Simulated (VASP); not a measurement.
Input:

```
CELL_PARAMETERS angstrom
      6.35097     0.00000     0.00000
      0.00000     6.35097     0.00000
      0.00000     0.00000     6.52427
ATOMIC_POSITIONS crystal
  Pd 0.00000 0.50000 0.00000
  Pd 0.50000 0.00000 0.50000
  Pd 0.00000 0.00000 0.25000
  Pd 0.00000 0.00000 0.75000
  Pd 0.47126 0.25821 0.00000
  Pd 0.52874 0.74179 0.00000
  Pd 0.74179 0.47126 0.50000
  Pd 0.25821 0.52874 0.50000
  S  0.19451 0.30670 0.22815
  S  0.80549 0.69330 0.22815
  S  0.69330 0.19451 0.72815
  S  0.30670 0.80549 0.72815
  S  0.80549 0.69330 0.77185
  S  0.19451 0.30670 0.77185
  S  0.30670 0.80549 0.27185
  S  0.69330 0.19451 0.27185
```

Computed with LDA (Ceperley-Alder, Perdew-Zunger), VASP's LDA PAW potentials (set 64) (plane waves; VASP 6.6.1). Run with LREAL = Auto, 400 eV cut-off, Gaussian smearing of 0.050 eV, potentials Pd S.

Problem. Predict the band gap (along the path) with the smallest direct gap where there is one.

Solution. 
```
Quantity                               Result
------------------------------------  -------
band gap (along the path)             0.03 eV
smallest direct gap (along the path)  0.19 eV
```

Total energies compare only between runs with the same potentials, cut-off and functional.

The compound is PdS in the sg84 structure. It was relaxed first.
